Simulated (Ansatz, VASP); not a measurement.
Two plane-wave programs on Ti2BeH6

```xyz
9
Lattice="0.0000 3.0271 3.0271 3.0271 0.0000 3.0271 3.0271 3.0271 0.0000" Properties=species:S:1:pos:R:3 pbc="T T T"
Ti    1.5135    1.5135    1.5135
Ti    4.5406    4.5406    4.5406
Be    0.0000    0.0000    0.0000
H     1.5583    3.0271    3.0271
H     4.4959    3.0271    3.0271
H     3.0271    1.5583    3.0271
H     3.0271    4.4959    3.0271
H     3.0271    3.0271    1.5583
H     3.0271    3.0271    4.4959
```

Change from the starting cell: ordered vacancies on the cation sites of perovskite (Fm-3m, No. 225).

Alike in both runs: functional PBE; k mesh 10 × 10 × 10; occupations gaussian, width 0.1 eV; no spin polarisation.

Ansatz relaxed the structure, and its values are those at the end. VASP's run is a single point on that final structure, the one shown.

|  | VASP | Ansatz |
| --- | --- | --- |
| version | VASP 6.6.1 | Ansatz 0.2.0 |
| potentials or method | VASP PAW PBE potentials, release 64 (Ti_sv, Be, H) | scalar-relativistic, plane waves, PAW |
| plane-wave cutoff (eV) | 520 | 420 |
| valence electrons in the cell | 32 | 32 |

Ansatz gave:

| Property | Result |
| --- | --- |
| gap on the k mesh at the Fermi level (eV) | none |
| pressure (GPa) | 0.0 |

Problem. Which values does VASP return?

Solution. gap on the k mesh at the Fermi level (eV): none; pressure (GPa): -0.1.

A gap of «none» marks a metal or a gap that the smearing closes.
